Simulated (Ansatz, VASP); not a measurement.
# GaP (GaP (F-43m)): VASP beside Ansatz

One calculation is typed for both programs; each brings its own data sets. How far apart do they land? The cell is taken from a series of runs on this material, whose earlier steps may have relaxed, scaled, displaced or heated it; both programs get it as it stands.

Main program and level: Ansatz 0.2.0; plane waves, with VASP 6.6.1 beside it; single point at r2SCAN.

**1. The starting structure**

The structure is cubic, space group F-43m (No. 216). The conventional cell has a = 5.450 Å, b = 5.450 Å, c = 5.450 Å, α = 90.00°, β = 90.00°, γ = 90.00°. Nearest to Ga lie 4 P at 2.36 Å. P has 4 Ga at 2.36 Å nearest. Farther neighbours are not listed.

As a file:

```xyz
8
Lattice="5.4505 0.0000 0.0000 0.0000 0.0000 -5.4505 0.0000 5.4505 0.0000" Properties=species:S:1:pos:R:3 pbc="T T T"
Ga    0.0000    0.0000    0.0000
Ga    0.0000    2.7252   -2.7252
Ga    2.7252    2.7252    0.0000
Ga    2.7252    0.0000   -2.7252
P     1.3626    1.3626   -1.3626
P     1.3626    4.0879   -4.0879
P     4.0879    4.0879   -1.3626
P     4.0879    1.3626   -4.0879
```

**2. VASP: single point, r2SCAN**

A single point gives forces, pressure and levels at one fixed geometry, so differences don't come from the geometry; what else differs is listed under the comparison.

Lines of VASP's logs that name or quote its potential files are left out, and so is its time.

INCAR reads:

```
SYSTEM = GaP
PREC = Accurate
ENCUT = 440
EDIFF = 1E-06
NELM = 120
ISMEAR = 0
SIGMA = 0.01
LREAL = .FALSE.
ALGO = Normal
METAGGA = R2SCAN
LASPH = .TRUE.
NBANDS = 44
LORBIT = 11
LWAVE = .FALSE.
LCHARG = .FALSE.
ISIF = 2
ISYM = 2
GGA_COMPAT = .FALSE.
EFERMI = MIDGAP
LMIXTAU = .TRUE.
KPAR = 2
```

POSCAR reads:

```
GaP
1.0
    5.4505000000      0.0000000000      0.0000000000
    0.0000000000      0.0000000000     -5.4505000000
    0.0000000000      5.4505000000      0.0000000000
Ga P
4 4
Direct
    0.0000000000      0.0000000000      0.0000000000
    0.0000000000      0.5000000000      0.5000000000
    0.5000000000      0.0000000000      0.5000000000
    0.5000000000      0.5000000000      0.0000000000
    0.2500000000      0.2500000000      0.2500000000
    0.2500000000      0.7500000000      0.7500000000
    0.7500000000      0.2500000000      0.7500000000
    0.7500000000      0.7500000000      0.2500000000
```

KPOINTS reads:

```
Points of the shifted mesh
64
Reciprocal
 0.1250000000  0.1250000000  0.1250000000 1
 0.1250000000  0.1250000000  0.3750000000 1
 0.1250000000  0.1250000000  0.6250000000 1
 0.1250000000  0.1250000000  0.8750000000 1
 0.1250000000  0.3750000000  0.1250000000 1
 0.1250000000  0.3750000000  0.3750000000 1
 0.1250000000  0.3750000000  0.6250000000 1
 0.1250000000  0.3750000000  0.8750000000 1
 0.1250000000  0.6250000000  0.1250000000 1
 0.1250000000  0.6250000000  0.3750000000 1
 0.1250000000  0.6250000000  0.6250000000 1
 0.1250000000  0.6250000000  0.8750000000 1
 0.1250000000  0.8750000000  0.1250000000 1
 0.1250000000  0.8750000000  0.3750000000 1
 0.1250000000  0.8750000000  0.6250000000 1
 0.1250000000  0.8750000000  0.8750000000 1
 0.3750000000  0.1250000000  0.1250000000 1
 0.3750000000  0.1250000000  0.3750000000 1
 0.3750000000  0.1250000000  0.6250000000 1
 0.3750000000  0.1250000000  0.8750000000 1
 0.3750000000  0.3750000000  0.1250000000 1
 0.3750000000  0.3750000000  0.3750000000 1
 0.3750000000  0.3750000000  0.6250000000 1
 0.3750000000  0.3750000000  0.8750000000 1
 0.3750000000  0.6250000000  0.1250000000 1
 0.3750000000  0.6250000000  0.3750000000 1
 0.3750000000  0.6250000000  0.6250000000 1
 0.3750000000  0.6250000000  0.8750000000 1
 0.3750000000  0.8750000000  0.1250000000 1
 0.3750000000  0.8750000000  0.3750000000 1
 0.3750000000  0.8750000000  0.6250000000 1
 0.3750000000  0.8750000000  0.8750000000 1
 0.6250000000  0.1250000000  0.1250000000 1
 0.6250000000  0.1250000000  0.3750000000 1
 0.6250000000  0.1250000000  0.6250000000 1
 0.6250000000  0.1250000000  0.8750000000 1
 0.6250000000  0.3750000000  0.1250000000 1
 0.6250000000  0.3750000000  0.3750000000 1
 0.6250000000  0.3750000000  0.6250000000 1
 0.6250000000  0.3750000000  0.8750000000 1
 0.6250000000  0.6250000000  0.1250000000 1
 0.6250000000  0.6250000000  0.3750000000 1
 0.6250000000  0.6250000000  0.6250000000 1
 0.6250000000  0.6250000000  0.8750000000 1
 0.6250000000  0.8750000000  0.1250000000 1
 0.6250000000  0.8750000000  0.3750000000 1
 0.6250000000  0.8750000000  0.6250000000 1
 0.6250000000  0.8750000000  0.8750000000 1
 0.8750000000  0.1250000000  0.1250000000 1
 0.8750000000  0.1250000000  0.3750000000 1
 0.8750000000  0.1250000000  0.6250000000 1
 0.8750000000  0.1250000000  0.8750000000 1
 0.8750000000  0.3750000000  0.1250000000 1
 0.8750000000  0.3750000000  0.3750000000 1
 0.8750000000  0.3750000000  0.6250000000 1
 0.8750000000  0.3750000000  0.8750000000 1
 0.8750000000  0.6250000000  0.1250000000 1
 0.8750000000  0.6250000000  0.3750000000 1
 0.8750000000  0.6250000000  0.6250000000 1
 0.8750000000  0.6250000000  0.8750000000 1
 0.8750000000  0.8750000000  0.1250000000 1
 0.8750000000  0.8750000000  0.3750000000 1
 0.8750000000  0.8750000000  0.6250000000 1
 0.8750000000  0.8750000000  0.8750000000 1
```

The projector-augmented-wave data sets are Ga_d and P (PBE family, release 64).

Run with:

```console
$ mpirun -np 2 vasp_std
```

Numbers of over 12 decimals in the logs are rounded to 6 here.

Output:

```text
[banner, memory and clock lines left out]
running    2 mpi-ranks, on    1 nodes
 distrk:  each k-point on    1 cores,    2 groups
 distr:  one band on    1 cores,    1 groups

 POSCAR found type information on POSCAR GaP
 POSCAR found :  2 types and       8 ions
|                                                                             |
|               ----> ADVICE to this user running VASP <----                  |
|                                                                             |
|     You enforced a specific xc type in the INCAR file but a different       |
|     [... a line on the potential file left out ...]
|     I HOPE YOU KNOW WHAT YOU ARE DOING!                                     |
|                                                                             |

 LDA part: xc-table for (None), standard interpolation
 POSCAR, INCAR and KPOINTS ok, starting setup
 FFT: planning ... GRIDC
 FFT: planning ... GRID_SOFT
 FFT: planning ... GRID
 WAVECAR not read
 entering main loop
       N       E                     dE             d eps       ncg     rms          rms(c)
DAV:   1     0.551554440975E+03    0.55155E+03   -0.31293E+04  6012   0.226E+03
DAV:   2     0.263022339499E+01   -0.54892E+03   -0.53274E+03  6052   0.566E+02
DAV:   3    -0.891144714059E+02   -0.91745E+02   -0.88891E+02  6492   0.170E+02
DAV:   4    -0.947874880215E+02   -0.56730E+01   -0.56319E+01  7088   0.420E+01
DAV:   5    -0.949566416929E+02   -0.16915E+00   -0.16877E+00  7928   0.714E+00    0.981E+00
DAV:   6    -0.882665408632E+02    0.66901E+01   -0.31779E+00  8316   0.215E+01    0.632E+00
DAV:   7    -0.840282709287E+02    0.42383E+01   -0.12346E+00  6112   0.776E+00    0.298E+00
DAV:   8    -0.864941871967E+02   -0.24659E+01   -0.19793E+00  5972   0.616E+00    0.102E+00
DAV:   9    -0.855571637810E+02    0.93702E+00   -0.17634E-01  6688   0.302E+00    0.912E-01
DAV:  10    -0.859251641720E+02   -0.36800E+00   -0.80756E-02  6056   0.169E+00    0.445E-01
DAV:  11    -0.856543651444E+02    0.27080E+00   -0.40611E-01  5676   0.323E+00    0.185E-01
DAV:  12    -0.857933451858E+02   -0.13898E+00   -0.49127E-02  6404   0.129E+00    0.216E-01
DAV:  13    -0.858132826511E+02   -0.19937E-01   -0.24612E-03  7384   0.286E-01    0.256E-01
DAV:  14    -0.858451864695E+02   -0.31904E-01   -0.29832E-02  5816   0.998E-01    0.268E-01
[...]
DAV:  19    -0.858461685324E+02   -0.10369E-03   -0.25664E-04  6320   0.868E-02    0.202E-01
DAV:  20    -0.858463521376E+02   -0.18361E-03   -0.30012E-05  7092   0.367E-02    0.170E-01
DAV:  21    -0.858464116660E+02   -0.59528E-04   -0.85654E-05  6204   0.605E-02    0.407E-02
DAV:  22    -0.858464190750E+02   -0.74090E-05   -0.63068E-05  6832   0.496E-02    0.203E-02
DAV:  23    -0.858464411937E+02   -0.22119E-04   -0.23637E-05  6852   0.227E-02    0.123E-02
DAV:  24    -0.858464513180E+02   -0.10124E-04   -0.32577E-06  5100   0.132E-02    0.513E-03
DAV:  25    -0.858464525072E+02   -0.11892E-05   -0.39167E-07  3260   0.520E-03    0.109E-03
DAV:  26    -0.858464525694E+02   -0.62213E-07   -0.47453E-07  3204   0.478E-03
   1 F= -.85846453E+02 E0= -.85846453E+02  d E =0.000000E+00
```

From OUTCAR (step 2):

```text
ion  position               nearest neighbor table
   1  0.000  0.000  0.000-   5 2.36   6 2.36   7 2.36   8 2.36
   2  0.000  0.500  0.500-   5 2.36   6 2.36   7 2.36   8 2.36
   3  0.500  0.000  0.500-   5 2.36   6 2.36   7 2.36   8 2.36
   4  0.500  0.500  0.000-   5 2.36   6 2.36   7 2.36   8 2.36
   5  0.250  0.250  0.250-   1 2.36   2 2.36   3 2.36   4 2.36
   6  0.250  0.750  0.750-   1 2.36   2 2.36   3 2.36   4 2.36
   7  0.750  0.250  0.750-   1 2.36   2 2.36   3 2.36   4 2.36
   8  0.750  0.750  0.250-   1 2.36   2 2.36   3 2.36   4 2.36

  LATTYP: Found a simple cubic cell.
 ALAT       =     5.4505000000

 Subroutine GETGRP returns: Found 24 space group operations
 (whereof 24 operations were pure point group operations)

The static configuration has the point symmetry T_d .

   k-points           NKPTS =     64   k-points in BZ     NKDIM =     64   number of bands    NBANDS=     44

   dimension x,y,z NGX =    40 NGY =   40 NGZ =   40
   dimension x,y,z NGXF=    80 NGYF=   80 NGZF=   80

   ENCUT  =  440.0 eV  32.34 Ry    5.69 a.u.   9.32  9.32  9.32*2*pi/ulx,y,z

   NELECT =      72.0000    total number of electrons

 k-points in reciprocal lattice and weights: Points of the shifted mesh
   0.12500000  0.12500000  0.12500000       0.016
   0.12500000  0.12500000  0.37500000       0.016
   0.12500000  0.12500000  0.62500000       0.016
   0.12500000  0.12500000  0.87500000       0.016
   0.12500000  0.37500000  0.12500000       0.016
   0.12500000  0.37500000  0.37500000       0.016
   0.12500000  0.37500000  0.62500000       0.016
   0.12500000  0.37500000  0.87500000       0.016
   0.12500000  0.62500000  0.12500000       0.016
[...]
0.87500000  0.87500000  0.62500000       0.016
   0.87500000  0.87500000  0.87500000       0.016

 average (electrostatic) potential at core
       1 -70.1843       2 -70.1843       3 -70.1843       4 -70.1843       5 -86.4537
       6 -86.4537       7 -86.4537       8 -86.4537

 E-fermi :   5.4280

 k-point     1 :       0.1250    0.1250    0.1250
  band No.  band energies     occupation
    ...
     32       1.8448      2.00000
     33       1.8448      2.00000
     34       2.8363      2.00000
     35       4.2231      2.00000
     36       4.2231      2.00000
     37       6.6329      0.00000
     38       6.6329      0.00000
     39       6.6329      0.00000
     40       7.3456      0.00000
     41       7.6332      0.00000
    ...

 k-point     2 :       0.1250    0.1250    0.3750
  band No.  band energies     occupation
    ...
     32       1.6872      2.00000
     33       1.9757      2.00000
     34       2.3612      2.00000
     35       3.2822      2.00000
     36       3.3363      2.00000
     37       7.0640      0.00000
     38       7.7294      0.00000
     39       8.0110      0.00000
     40       8.0110      0.00000
     41       8.4782      0.00000
    ...

 k-point     3 :       0.1250    0.1250    0.6250
  band No.  band energies     occupation
    ...
     32       1.6872      2.00000
     33       1.9757      2.00000
     34       2.3612      2.00000
     35       3.2822      2.00000
     36       3.3363      2.00000
     37       7.0640      0.00000
     38       7.7294      0.00000
     39       8.0110      0.00000
     40       8.0110      0.00000
     41       8.4782      0.00000
    ...

  Total       -0.0851808     -0.0851808     -0.0851808      0.0000000     -0.0000000     -0.0000000
  in kB       -0.8428368     -0.8428368     -0.8428368      0.0000000     -0.0000000     -0.0000000
  external PRESSURE =      -0.8428368 kB  Pullay stress =       0.0000000 kB

  energy-cutoff  :      440.00
  volume of cell :      161.92
      direct lattice vectors                 reciprocal lattice vectors
     5.450500000  0.000000000  0.000000000     0.183469406  0.000000000  0.000000000
     0.000000000  0.000000000 -5.450500000     0.000000000  0.000000000 -0.183469406
     0.000000000  5.450500000  0.000000000     0.000000000  0.183469406  0.000000000

 POSITION                                       TOTAL-FORCE (eV/Angst)
 -----------------------------------------------------------------------------------
      0.00000      0.00000      0.00000         0.000000     -0.000000      0.000000
      0.00000      2.72525     -2.72525        -0.000000     -0.000000     -0.000000
      2.72525      2.72525      0.00000        -0.000000      0.000000     -0.000000
      2.72525      0.00000     -2.72525        -0.000000     -0.000000     -0.000000
      1.36262      1.36262     -1.36262         0.000000      0.000000     -0.000000
      1.36262      4.08788     -4.08788         0.000000      0.000000     -0.000000
      4.08788      4.08788     -1.36262         0.000000      0.000000     -0.000000
      4.08788      1.36262     -4.08788         0.000000      0.000000     -0.000000
 -----------------------------------------------------------------------------------
    total drift:                               -0.000000     -0.000000      0.000000

  FREE ENERGIE OF THE ION-ELECTRON SYSTEM (eV)
  ---------------------------------------------------
  free  energy   TOTEN  =       -85.8464525694 eV

  energy  without entropy=      -85.8464525694  energy(sigma->0) =      -85.84645257

 total charge
# of ion       s       p       d       tot
------------------------------------------
    1        0.831   0.847  10.018  11.696
    2        0.831   0.847  10.018  11.696
    3        0.831   0.847  10.018  11.696
    4        0.831   0.847  10.018  11.696
    5        1.009   1.541   0.000   2.550
    6        1.009   1.541   0.000   2.550
    7        1.009   1.541   0.000   2.550
    8        1.009   1.541   0.000   2.550
--------------------------------------------------
tot          7.360   9.552  40.072  56.984

[... 3 further parts left out ...]
```

The run ends at a pressure of -0.08 GPa.

**3. Ansatz: single point, r2SCAN**

Ansatz runs on its default PAW (the set named soft_2) files.

The same cell, functional and mesh now go to Ansatz.

input.yaml reads:

```yaml
crystal:
  lattice:
    - [5.4505, 0.0, 0.0]
    - [0.0, 0.0, -5.4505]
    - [0.0, 5.4505, 0.0]
  atoms:
    - { symbol: Ga, position: [0.0, 0.0, 0.0] }
    - { symbol: Ga, position: [0.0, 0.5, 0.5] }
    - { symbol: Ga, position: [0.5, 0.0, 0.5] }
    - { symbol: Ga, position: [0.5, 0.5, 0.0] }
    - { symbol: P, position: [0.25, 0.25, 0.25] }
    - { symbol: P, position: [0.25, 0.75, 0.75] }
    - { symbol: P, position: [0.75, 0.25, 0.75] }
    - { symbol: P, position: [0.75, 0.75, 0.25] }
basis:
  ecutwfc: 500.0
  ecutrho_ratio: 4
  xc_grid: 2
  fft_grid_basis: typed
  precision: f64
kpoints:
  mp_grid: { grid: [4, 4, 4], shift: [0.5, 0.5, 0.5] }
  band_path: { path: [VBM, CBM], npoints: 1 }
hamiltonian:
  xc: r2scan
  pseudopotentials: { kind: paw }
scf:
  max_iter: 120
  self_checks: high
  occupations: { method: fixed }
output:
  forces: true
checkpoint:
  write: "../host.point.run"
  compress: false
  write_wavefunctions: true
  write_every: 100000
```

Run with:

```console
$ ansatz run input.yaml --threads 4 --pin off --max-ram 7536MiB --backend cpu --events-out ev --progress --plain --runs-dir out
```

Output:

```text
Engine: ansatz 0.2.0, aarch64-unknown-linux-gnu
Pseudopotentials: kind: paw
Pseudopotential: Ga, paw, valence charge 13, recommended cutoff 500 eV (meta_gga), Ga.paw.azcp
Pseudopotential: P, paw, valence charge 5, recommended cutoff 500 eV (meta_gga), P.paw.azcp
Functional definition: r2SCAN
  parameter k0 = 0.174
  parameter k1 = 0.065
  parameter a1 = 4.9479
  exchange = r2scan_x(k0 = k0, k1 = k1, a1 = a1)
  correlation = r2scan_c
Crystal: 8 atoms, lattice volume = 161.923 Å³
Basis set: ecut = 500 eV, 4067 PW (Γ), exchange–correlation on 80×80×80 points (8 copies of the dense FFT grid, shifted against one another)
Bands: 44, of which v1, the nominal top of the filled ones, is band 36 counted from 1 (35 counted from 0)
Symmetry: 96 space group operations
Space group: F-43m (ITA 216), of the structure as read, at distance tolerance 5.5e-5 Å
k-points: 4 of 64 (time reversal used)
Non-local potential: Ga, projectors of the file, l = 0: 2, l = 1: 2, l = 2: 3, l = 3: 1
Non-local potential: P, projectors of the file, l = 0: 2, l = 1: 2, l = 2: 2
PAW form: soft (Blöchl's): semilocal exchange-correlation on the pseudo side does not see the compensation charge
PAW frozen core: Ga, regenerated for the run's functional (the file was generated under x = pbe(κ = 0.804, μ = 0.219515), c = pbe(β = 0.066725))
PAW frozen core: P, regenerated for the run's functional (the file was generated under x = pbe(κ = 0.804, μ = 0.219515), c = pbe(β = 0.066725))
PAW one-centre angular grid: Ga, 590 points (default); XC on 160 Gauss nodes
PAW one-centre angular grid: P, 302 points (default); XC on 160 Gauss nodes
Initial density: superposition of atomic densities (neutral atoms: chi_scale 0, normalization atom), corrected by the library's trained network
Initial wavefunctions: pseudopotential atomic-orbital guess
Functional: x = r2scan, c = r2scan; τ floored in thin density (d = 2e-4 eV/Å³)
SCF iter   1: F=—  HF=-18201.900521 eV  |F-HF|=—  |Δ(HF+E_count)|=         —  Δρ=8.64e-3  dr2=7.49e-2  dr2_τ=2.93e-2  ethr=1.77e-3  ⟨swp⟩=5.8  Hψ=628  notcnv=0  defer=20
preconditioner: auto → Resta (q_TF=auto, 2.384 Å⁻¹)  ε∞=3.8  [insulator: Δε(μ)=2.345 eV  Ē_g=14.741 eV  n_scr=32 (ndim 8)  ℏωp=24.8 eV  f_vac=0.012  ε∞_Penn≈3.8]
SCF iter   2: F=—  HF=-18201.935013 eV  |F-HF|=—  |Δ(HF+E_count)|=   3.45e-2  Δρ=2.03e-3  dr2=4.50e-3  dr2_τ=3.64e-4  ethr=1.04e-4  ⟨swp⟩=3.0  Hψ=374  notcnv=0  defer=21
SCF iter   3: F=—  HF=-18201.932778 eV  |F-HF|=—  |Δ(HF+E_count)|=   2.23e-3  Δρ=1.91e-3  dr2=2.62e-3  dr2_τ=4.13e-5  ethr=6.24e-6  ⟨swp⟩=2.0  Hψ=320  notcnv=0  defer=21
SCF iter   4: F=—  HF=-18201.933100 eV  |F-HF|=—  |Δ(HF+E_count)|=   3.22e-4  Δρ=2.69e-4  dr2=8.42e-5  dr2_τ=3.34e-6  ethr=3.64e-6  ⟨swp⟩=2.2  Hψ=201  notcnv=0  defer=21
SCF iter   5: F=—  HF=-18201.933127 eV  |F-HF|=—  |Δ(HF+E_count)|=   2.65e-5  Δρ=5.51e-5  dr2=5.26e-6  dr2_τ=4.33e-7  ethr=1.17e-7  ⟨swp⟩=2.0  Hψ=225  notcnv=0  defer=21
SCF iter   6: F=—  HF=-18201.933130 eV  |F-HF|=—  |Δ(HF+E_count)|=   3.81e-6  Δρ=7.44e-6  dr2=1.54e-7  dr2_τ=5.86e-9  ethr=7.30e-9  ⟨swp⟩=2.5  Hψ=282  notcnv=0  defer=21
SCF iter   7: F=-18201.933130 eV  HF=-18201.933130 eV  |F-HF|=1.62e-9  |Δ(HF+E_count)|=   4.40e-8  Δρ=2.04e-6  dr2=6.52e-9  dr2_τ=1.16e-10  ethr=1.39e-10  ⟨swp⟩=12.8  Hψ=925  notcnv=0
SCF 1 converged in 7 iterations: F = -18201.933130 eV  dr2 = 6.52e-9
  greatest PAW one-centre occupation: 0.993 electrons in one spin orbital (limit 2), on the Ga atom at site 3 (counted from 0), in its partial waves of l = 2
NSCF: frozen V_eff on 20 k-points
NSCF: frozen V_eff on 20 k-points
[...]
SCF converged after 7 iterations
Free energy (F): -18201.933130 eV
Harris-Foulkes:  -18201.933130 eV  (|F-HF|=1.62e-9)
Internal energy: -18201.933130 eV  (E = F + TS)
E sigma→0 (E₀):  -18201.933130 eV
Fermi energy:    6.660403 eV
--- Per-component energies (eV) ---
  E_band       = -270.518130
  E_kinetic    = 741.918298
  E_local      = -8810.779342  (includes V_loc(G=0)·N_el)
  E_nonlocal   = 1841.793923
  E_hartree    = 4081.935507
  E_xc         = -483.961284
  E_vxc        = -499.339959  (∫ρ·V_xc dr)
  E_paw        = -10319.284643  (= ΣΔE_a)
  E_vpaw       = -1732.039059  (= ΣTr[D̂ρ^β])
  E_aug_tail   = -0.000167  (compensation charges beyond the density's cutoff)
  E_vtau       = 24.063105  (kinetic-family band-sum trace: ∫τ·v_τ [+ j·A + Jᵃ·Aᵃ] dr)
  E_ewald      = -5250.579775
  E_core_change = -2.975648  (= ΣΔE_core)
  E_smearing   = -0.000000  (= −TS)
  E_closure    = -0.000000  (closes the sum)
  Σ components = -18201.933130   (vs F -18201.933130, Δ=0.00e0)
--- Forces (eV/Å), atoms counted from 1 ---
  atom   1  Ga    -0.00000000    -0.00000000    -0.00000000
  atom   2  Ga    -0.00000000     0.00000000    -0.00000000
  atom   3  Ga    -0.00000000     0.00000000    -0.00000000
  atom   4  Ga    -0.00000000     0.00000000    -0.00000000
  atom   5  P      0.00000000    -0.00000000     0.00000000
  atom   6  P      0.00000000    -0.00000000     0.00000000
  atom   7  P      0.00000000    -0.00000000     0.00000000
  atom   8  P      0.00000000    -0.00000000     0.00000000
  max |Σ_I F_I| component: 2.71e-16 eV/Å
--- Band table (eV) ---
  k-point 0: bands = [... 32 lower, 4.2779, 5.2753, 6.6604, 6.6604, 9.0636, 9.0636, 9.0636, 9.7929, ... 4 higher]
  k-point 1: bands = [... 32 lower, 4.4092, 4.7950, 5.7174, 5.7725, 9.4934, 10.1611, 10.4409, 10.4409, ... 4 higher]
  k-point 2: bands = [... 32 lower, 5.0916, 5.1089, 5.1089, 6.1638, 9.9413, 10.1995, 10.7233, 10.7233, ... 4 higher]
  k-point 3: bands = [... 32 lower, 5.4039, 5.4039, 5.8552, 5.8552, 9.0754, 9.8399, 9.8399, 9.8399, ... 4 higher]
```

**4. Side by side**

Known differences besides the potentials themselves: VASP keeps PBE cores, Ansatz makes them for the functional; fixed occupations in Ansatz, narrow Gaussian smearing in VASP; the cutoff is 500 eV in Ansatz and 440 eV in VASP. Total energies have different zeros and are not compared.

Both answers:

| quantity | Ansatz | VASP | difference |
| --- | --- | --- | --- |
| gap on the k mesh (eV) | 2.403 | 2.410 | -0.007 |

A gap on the mesh is an upper bound, since the band edges may lie between its points.

**5. Summary of results**

```json
{"difference in gap on the k mesh (single point, r2SCAN)": "-0.0066 eV"}
```

In words: The difference in gap on the k mesh is -0.0066 eV (single point, r2SCAN), within the 0.08 eV picked in this series as the mark of a large difference. Such differences can come from data sets, numerical settings and the points named under the comparisons, not from the functional's error against experiment.

[Lines on the potential files, build, host, timing and source positions are cut from VASP's logs without a mark.]

[Logs are printed without paths, hosts, clocks, repeated set-up lines and the standing remarks that a program may print on its own settings, such as how far it seeks lower states.]

[Hosts, paths, dates, database ids (printed as entryN), source tags and the programs' standing remarks are cut or masked in the printed files.]
